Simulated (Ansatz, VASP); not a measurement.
ScSiC3 in VASP and in Ansatz

```
CELL_PARAMETERS angstrom
3.98251 0.00000 0.00000
-1.99125 3.44895 0.00000
0.00000 0.00000 5.02410
ATOMIC_POSITIONS crystal
Sc 0.00000 0.00000 0.50000
Si 0.00000 0.00000 0.00000
C 0.50000 0.00000 0.00000
C 0.00000 0.50000 0.00000
C 0.50000 0.50000 0.00000
```

Alike in both runs: functional PBE; k mesh 12 × 12 × 8; occupations gaussian, width 0.1 eV; no spin polarisation.

Ansatz relaxed the structure, and its values are those at the end. VASP's run is a single point on that final structure, the one shown.

```csv
,VASP,Ansatz
version,VASP 6.6.1,Ansatz 0.2.0
potentials or method,"VASP PAW PBE potentials, release 64 (Sc_sv, Si, C)","scalar-relativistic, plane waves, PAW"
plane-wave cutoff (eV),520,420
valence electrons in the cell,27,27
```

|  | VASP | Ansatz | Ansatz less VASP |
| --- | --- | --- | --- |
| gap on the k mesh at the Fermi level (eV) | none | none | - |
| pressure (GPa) | 0.0 | 0.0 | -0.03 |

A gap of «none» marks a metal or a gap that the smearing closes.
